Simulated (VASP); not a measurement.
Given:

```xyz
6
Lattice="4.2196 0.0000 0.0000 0.0000 4.2196 0.0000 0.0000 0.0000 9.2644" Properties=species:S:1:pos:R:3 pbc="T T T"
Pb     0.0000     2.1098     7.8183
Pb     2.1098     0.0000     1.4462
I      2.1098     0.0000     6.2372
I      0.0000     2.1098     3.0272
F      0.0000     0.0000     0.0000
F      2.1098     2.1098     0.0000
```

The numbers are results of r2SCAN meta-GGA, VASP's PBE PAW potentials (set 64) (plane waves; VASP), not measurements. Settings: 520 eV cut-off, 7×7×3 Γ-centred mesh, Gaussian smearing of 0.010 eV, potentials Pb_d I F.

What does the run give for the energy per atom (σ→0)?

- energy per atom (σ→0): -29.650 eV/atom

Only differences to runs with the same potentials and settings are physical.

The structure comes from a computed database's PbIF entry (P4/nmm); how it stands against other phases isn't given here. It was relaxed first.
